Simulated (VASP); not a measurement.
# Lattice of Silicon across functionals and dispersion corrections

Aim: relax Silicon at several levels and hold each cell against experiment. The levels: PBE, LDA, r2SCAN and PBE + D3(BJ). LASPH is on for some levels and off for others; the table marks which. The start is a cell from a database of measured crystal structures.

Main program and level: VASP 6.6.1; PBE; plane waves and PAW (Si), in the first sound run; inputs show where later runs differ.

Experimental background.

For Si, diamond cubic (bulk crystal), “Periodic corner holes on the Si(111)-7×7 surface can trap silver atoms” (2022, pmc:9142567) quotes earlier work: lattice constant a (cubic lattice parameter, quoted experimental value) 5.431 Å [literature experimental value quoted without source or temperature in the computational …].

Report form: the programs' logs are mostly left out.

### 1. The structure

Before any relaxation, the start is as follows. The structure is cubic, space group Fd-3m (No. 227). Conventional cell: a = 5.431 Å, b = 5.431 Å, c = 5.431 Å, α = 90.00°, β = 90.00°, γ = 90.00°. Nearest to Si lie 4 Si at 2.35 Å.

Structure file:

```xyz
2
Lattice="0.0000 2.7155 2.7155 2.7155 0.0000 2.7155 2.7155 2.7155 0.0000" Properties=species:S:1:pos:R:3 pbc="T T T"
Si    0.0000    0.0000    0.0000
Si    1.3577    1.3577    1.3577
```

### 2. Relaxation with PBE

The start need not lie at this functional's minimum. ISIF = 3 frees volume, shape and positions, and EDIFFG sets the threshold on forces and stress at which the search stops. PBE, the usual starting point, adds the gradient of the density.

File INCAR:

```
SYSTEM = Si
PREC = Accurate
ENCUT = 520
EDIFF = 1E-06
NELM = 100
ISMEAR = -1
SIGMA = 0.05
LREAL = .FALSE.
ALGO = Normal
GGA = PE
NBANDS = 10
LORBIT = 11
LWAVE = .FALSE.
LCHARG = .FALSE.
KPAR = 2
IBRION = 2
NSW = 60
ISIF = 3
EDIFFG = -0.01
```

File POSCAR:

```
Si
1.0
    0.0000000000      2.7154705000      2.7154705000
    2.7154705000      0.0000000000      2.7154705000
    2.7154705000      2.7154705000      0.0000000000
Si
2
Direct
    0.0000000000      0.0000000000      0.0000000000
    0.2500000000      0.2500000000      0.2500000000
```

File KPOINTS:

```
Automatic mesh
0
Gamma
7 7 7
0 0 0
```

Potentials, in the order of the species: Si (PBE family, release 64).

Started as:

```
> mpirun -np 2 vasp_std
```

Wall time 15 s (2 MPI ranks of AMD EPYC 7R43, shared host); peak memory 0.24 GiB; 28 s of CPU time.

The gap is read on the k-mesh alone, so it is an upper bound where the band edges lie off the mesh. The run keeps the 48 symmetry operations of its start, so it cannot find a distortion of lower symmetry.

Relaxation path:

```csv
step,energy less that of the first step (eV),largest force (eV/Å),pressure (GPa),volume (Å³)
1,0.0000,0.0000,1.96,40.05
2,-0.0027,0.0000,-1.23,41.48
3,-0.0050,0.0000,0.01,40.89
```

| conventional cell, symmetrised | before | after | change |
| --- | --- | --- | --- |
| a (Å) | 5.431 | 5.469 | +0.7 % |
| b (Å) | 5.431 | 5.469 | +0.7 % |
| c (Å) | 5.431 | 5.469 | +0.7 % |
| volume (Å³/atom) | 20.02 | 20.45 | +2.1 % |

Final coordinates:

```
Si
1.0
     0.00000    2.73441    2.73441
     2.73441    0.00000    2.73441
     2.73441    2.73441    0.00000
Si
2
Direct
  0.00000 0.00000 0.00000
  0.25000 0.25000 0.25000
```

This step gave:

- electrons: 8
- bands: 10
- irreducible k-points: 20
- symmetry operations: 48
- free energy (TOTEN): -10.84 eV
- Fermi energy: 5.907 eV
- pressure: 0.005756 GPa
- metallic: no
- valence top at k: 0, 0, 0
- conduction bottom at k: 0.4286, 0.4286, 0
- least direct gap at k: 0, 0, 0
- SCF cycles over all ionic steps: 23
- gap on the k-mesh: 0.6106 eV
- least direct gap on the k-mesh: 2.555 eV

It ends with forces that vanish by symmetry and a pressure of 0.01 GPa. The volume lies +2.1 % from that of the database's start. The conventional cell has a = 5.469 Å.

### 3. Relaxation with LDA

This step: LDA; plane waves and PAW (Si) (VASP 6.6.1).

LDA, the lowest rung, knows the local density alone.

INCAR, as its differences from that of step 2:

```diff
@@ -9,3 +9,3 @@
 ALGO = Normal
-GGA = PE
+GGA = CA
 NBANDS = 10
```

POSCAR is that of step 2.

KPOINTS is that of step 2.

Started as:

```
> mpirun -np 2 vasp_std
```

Elapsed: 9.8 s, on 2 MPI ranks; peak memory 0.21 GiB; 18 s of CPU time.

The PAW data sets were made with PBE, though LDA sets exist; this is a small mismatch.

Step by step:

```csv
step,energy less that of the first step (eV),largest force (eV/Å),pressure (GPa),volume (Å³)
1,0.0000,0.0000,-0.92,40.05
2,-0.0006,0.0000,0.67,39.39
3,-0.0011,0.0000,0.00,39.66
```

```
conventional cell, symmetrised  before  after  change
                         a (Å)   5.431  5.413  -0.3 %
                         b (Å)   5.431  5.413  -0.3 %
                         c (Å)   5.431  5.413  -0.3 %
              volume (Å³/atom)   20.02  19.83  -1.0 %
```

The relaxed structure:

```xyz
2
Lattice="0.0000 2.7067 2.7067 2.7067 0.0000 2.7067 2.7067 2.7067 0.0000" Properties=species:S:1:pos:R:3 pbc="T T T"
Si    0.0000    0.0000    0.0000
Si    1.3533    1.3533    1.3533
```

This step gave:

* free energy (TOTEN): -11.83 eV
* energy at zero smearing: -11.83 eV
* Fermi energy: 5.988 eV
* pressure: 0.001073 GPa
* SCF cycles over all ionic steps: 21
* gap on the k-mesh: 0.4486 eV
* least direct gap on the k-mesh: 2.527 eV

It ends at 19.83 Å³/atom, -1.0 % from the start, with 0.00 GPa left. The conventional cell has a = 5.413 Å.

### 4. Relaxation with r2SCAN

This step: r2SCAN; plane waves and PAW (Si) (VASP 6.6.1).

r2SCAN adds the kinetic-energy density, costs more than a GGA and is run with LASPH.

INCAR, as its differences from that of step 3:

```diff
@@ -9,3 +9,4 @@
 ALGO = Normal
-GGA = CA
+METAGGA = R2SCAN
+LASPH = .TRUE.
 NBANDS = 10
```

POSCAR is that of step 3.

KPOINTS is that of step 3.

Started as:

```
> mpirun -np 2 vasp_std
```

Wall time 46 s (2 MPI ranks); peak memory 0.25 GiB.

The PAW data sets were made with PBE, which is usual practice but a small mismatch for other functionals.

Step by step:

```
step  energy less that of the first step (eV)  largest force (eV/Å)  pressure (GPa)  volume (Å³)
   1                                   0.0000                0.0000            0.51        40.05
   2                                  -0.0001                0.0000           -0.38        40.41
   3                                  -0.0003                0.0000            0.00        40.25
```

```
conventional cell, symmetrised  before  after  change
                         a (Å)   5.431  5.440  +0.2 %
                         b (Å)   5.431  5.440  +0.2 %
                         c (Å)   5.431  5.440  +0.2 %
              volume (Å³/atom)   20.02  20.13  +0.5 %
```

Final coordinates:

```xyz
2
Lattice="0.0000 2.7201 2.7201 2.7201 0.0000 2.7201 2.7201 2.7201 0.0000" Properties=species:S:1:pos:R:3 pbc="T T T"
Si    0.0000    0.0000    0.0000
Si    1.3600    1.3600    1.3600
```

It ends at 20.13 Å³/atom, +0.5 % from the start, with 0.00 GPa left. The conventional cell has a = 5.440 Å.

### 5. Relaxation with PBE + D3(BJ)

This step: PBE with D3(BJ); plane waves and PAW (Si) (VASP 6.6.1).

A dispersion term adds the long-range attraction that semilocal functionals lack. D3 with Becke-Johnson damping keeps a finite attraction at short range.

INCAR, as its differences from that of step 4:

```diff
@@ -9,4 +9,4 @@
 ALGO = Normal
-METAGGA = R2SCAN
-LASPH = .TRUE.
+GGA = PE
+IVDW = 12
 NBANDS = 10
```

POSCAR is that of step 4.

KPOINTS is that of step 4.

Started as:

```
> mpirun -np 2 vasp_std
```

It took 9.4 s on 2 MPI ranks; peak memory 0.27 GiB.

Relaxation path:

```
step  energy less that of the first step (eV)  largest force (eV/Å)  pressure (GPa)  volume (Å³)
   1                                   0.0000                0.0000           -0.53        40.05
   2                                  -0.0002                0.0000            0.34        39.67
   3                                  -0.0004                0.0000            0.01        39.81
```

| conventional cell, symmetrised | before | after | change |
| --- | --- | --- | --- |
| a (Å) | 5.431 | 5.420 | -0.2 % |
| b (Å) | 5.431 | 5.420 | -0.2 % |
| c (Å) | 5.431 | 5.420 | -0.2 % |
| volume (Å³/atom) | 20.02 | 19.90 | -0.6 % |

Final coordinates:

```cif
data_structure
_symmetry_space_group_name_H-M 'P 1'
_symmetry_Int_Tables_number 1
_cell_length_a 3.8327
_cell_length_b 3.8327
_cell_length_c 3.8327
_cell_angle_alpha 60.000
_cell_angle_beta 60.000
_cell_angle_gamma 60.000
_cell_volume 39.81
loop_
_atom_site_label
_atom_site_type_symbol
_atom_site_fract_x
_atom_site_fract_y
_atom_site_fract_z
_atom_site_occupancy
Si1 Si 0.00000 0.00000 0.00000 1
Si2 Si 0.25000 0.25000 0.25000 1
```

It ends at 19.90 Å³/atom, -0.6 % from the start, with 0.01 GPa left. The conventional cell has a = 5.420 Å. Against plain PBE, the dispersion term moves a by -0.9 %.

### 6. The cells as a table

This step: relaxed cells at several levels; plane waves and PAW (VASP 6.6.1).

No new run; the numbers come from the runs before.

Lengths are those of the conventional cell; cost is the wall time of each run, as given at its step, times its ranks, without the set-up around it; LASPH differs between rows, which moves results and costs too. Results by level, by row:

```
       level  volume (Å³/atom)  change from the start (%)  a (Å)  cost (core minutes)  LASPH
         PBE             20.45                        2.1  5.469                0.493    off
         LDA             19.83                         -1  5.413                0.327    off
      r2SCAN             20.13                        0.5   5.44                 1.53     on
PBE + D3(BJ)              19.9                       -0.6   5.42                0.313    off
```

### 7. Summary of results

| Item | Value |
| --- | --- |
| volume, PBE | 20.45 Å³/atom |
| volume, LDA | 19.83 Å³/atom |
| volume, r2SCAN | 20.13 Å³/atom |
| volume, PBE + D3(BJ) | 19.90 Å³/atom |

**Reading.** For Silicon the levels give volumes between 19.83 Å³/atom (LDA) and 20.45 Å³/atom (PBE), a spread of 3.1 %, while the cost of the finished runs spans a factor of 4.9. Within 1 % of experiment on every length: PBE, LDA, r2SCAN and PBE + D3(BJ). The nearest, r2SCAN, took 4.9 times the core time of PBE + D3(BJ) and lowers the largest miss from 0.20 to 0.17 %. Thermal and zero-point expansion, often some tenths of a per cent in length, bear on this order: with the measured lengths lowered by an assumed 0.4 % the nearest becomes LDA. The costs hold the number of ionic steps as well as the price of the functional. Adding D3(BJ) to PBE changes the volume by -2.6 % (a by -0.9 %). Within 0.02 Å all end in space group Fd-3m; the runs can't lower the symmetry of the start. LASPH is on for some levels and off for others, so differences between them are not the functional's alone. Each is a single relaxation on the plane waves of the start cell, so larger changes of volume carry a basis-set error that was not tested here.

Computed beside measured:

| quantity | measured | PBE | LDA | r2SCAN | PBE + D3(BJ) |
| --- | --- | --- | --- | --- | --- |
| lattice constant a (Å) | 5.431 | 5.469 (+0.7 %) | 5.413 (-0.3 %) | 5.440 (+0.2 %) | 5.420 (-0.2 %) |

Measured values from pmc:9142567 (2022).

How well it matches: For the lattice constant a, of the levels listed nearest comes r2SCAN (+0.2 %, good agreement) and farthest PBE (+0.7 %, good agreement). The grades are ours: good and fair within 0.7 and 1.5 % for the lattice constant a. For lattice constants the calculation has a static lattice, without zero-point motion or thermal expansion.

[Lines on the potential files, build, host, timing and source positions are cut from VASP's logs without a mark.]

[Logs are printed without paths, hosts, clocks, repeated set-up lines and the standing remarks that a program may print on its own settings, such as how far it seeks lower states.]

[Hosts, paths, dates, database ids (printed as entryN), source tags and the programs' standing remarks are cut or masked in the printed files.]

[A measured line is paired with the nearest computed mode of its activity, which favours agreement.]
